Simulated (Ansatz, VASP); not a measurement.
**Si: VASP beside Ansatz**

```
CELL_PARAMETERS angstrom
0.00000 2.61482 2.81224
2.61482 0.00000 2.81224
2.61482 2.61482 0.00000
ATOMIC_POSITIONS crystal
Si 0.50000 0.50000 0.50000
Si 0.75000 0.75000 0.75000
```

Alike in both runs: task single point; functional LDA; k mesh 12 × 12 × 12; occupations gaussian, width 0.05 eV; no spin polarisation.

|  | VASP | Ansatz |
| --- | --- | --- |
| version | VASP 6.6.1 | Ansatz 0.2.0 |
| potentials or method | VASP PAW LDA potentials, release 64 (Si) | scalar-relativistic, plane waves, PAW |
| plane-wave cutoff (eV) | 520 | 420 |
| valence electrons in the cell | 8 | 8 |

```tsv
	VASP	Ansatz	Ansatz less VASP
gap on the k mesh at the Fermi level (eV)	none	none	-
pressure (GPa)	2.3	2.3	-0.06
largest component of the traceless stress (GPa)	5.26	5.26	+0.002
```

A gap of «none» marks a metal or a gap that the smearing closes. Ansatz warned: «pseudo_functional_mismatch».
